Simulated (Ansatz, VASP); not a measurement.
## Two plane-wave programs on Li4FeN2

```
Fe N Li
1.0
    -1.76645    3.09806    3.99097
     1.76645   -3.09806    3.99097
     1.76645    3.09806   -3.99097
Fe N Li
1 2 4
Direct
  0.00000 0.00000 0.00000
  0.22320 0.22320 0.00000
  0.77680 0.77680 0.00000
  0.91742 0.25166 0.66576
  0.08258 0.74834 0.33424
  0.41410 0.74834 0.66576
  0.58590 0.25166 0.33424
```

Change from the starting cell: volume scaled by 0.94.

Alike in both runs: task single point; functional PBE; k mesh 9 × 9 × 9; occupations fermi-dirac, width 0.05 eV; collinear spin, ferromagnetic start.

```csv
,VASP,Ansatz
version,VASP 6.6.1,Ansatz 0.2.0
potentials or method,"VASP PAW PBE potentials, release 64 (Fe, N, Li_sv)",Ansatz PAW
plane-wave cutoff (eV),520,420
valence electrons in the cell,30,38
```

|  | VASP | Ansatz | Ansatz less VASP |
| --- | --- | --- | --- |
| gap on the k mesh at the Fermi level (eV) | none | none | - |
| rms of the force components (eV/Å) | 0.204 | 0.087 | -0.1172 |
| net moment per atom (μB) | 0.48 | 0.43 | -0.050 |
| size of the moment on the site where the two differ most (μB) | 2.89 | 2.31 | -0.582 |

Site moments also hang on the region over which each program counts them. Atom by atom the forces differ by 0.120 eV/Å (rms over components). A gap of «none» marks a metal or a gap that the smearing closes. The two sets of potentials don't hold the same shells in valence.

Caveats: a cell with one magnetic atom can't hold antiferromagnetic order, which such compounds often take.
